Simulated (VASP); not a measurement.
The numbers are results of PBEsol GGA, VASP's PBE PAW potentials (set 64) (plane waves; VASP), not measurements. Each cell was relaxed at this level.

Task: Which of these has an unstable (imaginary) mode at Γ?
A. AlInSb2, P-4m2 (115)
B. PbO2, P4_2/mnm (136)
C. MgZn3S4, P-43m (215)
D. Ag2S, Cmce (64)

Result: D, Ag2S, Cmce (64). Its optical Γ-point modes are 104i, 16, 35, 37, 69, 77, 81, 95, 111, 116, 116, 125, 177, 196, 235 cm⁻¹.
